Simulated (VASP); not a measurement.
# ZrF2: relaxation of the atoms with PBE

The system is ZrF2, a sheet with vacuum.

```xyz
3
Lattice="2.9888 0.0000 0.0000 -1.4944 2.5883 0.0000 0.0000 0.0000 29.7132" Properties=species:S:1:pos:R:3 pbc="T T T"
Zr    0.0000    0.0000    8.0000
F     1.4944    0.8628    6.5179
F     0.0000    1.7256    9.4821
```

The cell was built by a generator and needn't be a form met in nature.

```yaml
Program: VASP 6.6.1
Task: relaxation of the atoms
Functional: PBE
Potentials_or_basis: VASP PAW PBE potentials, release 64 (Zr_sv, F_h)
Cutoff: 900 eV
k_mesh: 10 × 10 × 1
Occupations: fermi-dirac, width 0.05 eV
Spin: no spin polarisation
Dipole_correction: yes
Atoms_held_fixed_from_0: "[0]"
Further_INCAR_settings: ALGO = Normal; EDIFF = 1e-07; IBRION = 2; EDIFFG = -0.01; NSW = 60
```

The band gap on the k mesh is none (metal or under the smearing width).

Final structure:
```
Zr F
1.0
     2.98876    0.00000    0.00000
    -1.49438    2.58834    0.00000
     0.00000    0.00000   29.71320
Zr F
1 2
Cartesian
  0.0000 0.0000 8.0000
  1.4944 0.8628 6.5179
  0.0000 1.7256 9.4821
```

Levels at points of the mesh, in eV from the Fermi level:
```
           k point  band 9  band 10  band 11  band 12  band 13  band 14  band 15  band 16  band 17
(0.00, 0.00, 0.00)   -6.68    -6.62    -6.02    -6.02    -1.42     0.80     0.80     2.14     4.11
(0.50, 0.00, 0.00)   -7.19    -6.92    -6.43    -6.24    -2.13     2.95     3.61     3.88     5.33
(0.50, 0.50, 0.00)   -7.19    -6.92    -6.43    -6.24    -2.13     2.95     3.61     3.88     5.33
```

It took 5.1 min on 1 thread of AMD EPYC 9R45 96-Core Processor (Zen 5), on a shared host, peak memory 0.68 GiB.

Caveat: the relaxation stopped at its first step, so nothing moved.
